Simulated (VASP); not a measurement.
```
CeO2
1.0
    0.00000     2.70500     2.70500
    2.70500     0.00000     2.70500
    2.70500     2.70500     0.00000
Ce O
1 2
Cartesian
  0.00000   0.00000   0.00000
  1.35250   1.35250   1.35250
  4.05750   4.05750   4.05750
```

Calculation: PBE GGA, VASP's PBE PAW potentials (set 64) (plane waves; VASP). Run with 520 eV cut-off, 6×6×6 Γ-centred mesh, Gaussian smearing of 0.050 eV, potentials Ce O.

**Question.** Give the stress tensor in GPa (positive for a compressed cell).

**Answer.** 
```
5.57  0.00  0.00
0.00  5.57  0.00
0.00  0.00  5.57
```
The pressure is its mean diagonal, 5.57 GPa.

The compound is CeO2 in the fluorite structure. The cell was not relaxed at this level. The run is not spin-polarised, so no magnetic state was tried.
